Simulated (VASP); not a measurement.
```
Cu
1.0
    0.00000     1.81575     1.81575
    1.81575     0.00000     1.81575
    1.81575     1.81575     0.00000
Cu
1
Direct
  0.00000   0.00000   0.00000
```

Calculation: PBE GGA, VASP's PBE PAW potentials (set 64) (plane waves; VASP 6.6.1). Run with PREC = Normal, EDIFF = 1E-5, 400 eV cut-off, 20×20×20 Γ-centred mesh, first-order Methfessel-Paxton smearing of 0.10 eV, potentials Cu.

Predict the energy per atom (σ→0), band gap (on the k-mesh) with the smallest direct gap where there is one.

```json
{
 "band gap (on the k-mesh)": "none (metal, semimetal or under 0.01 eV)",
 "energy per atom (σ→0)": "-3.730 eV/atom"
}
```

The absolute energy has meaning only against runs of the same code, potentials and settings.

The compound is Cu in the fcc structure. It was relaxed first.
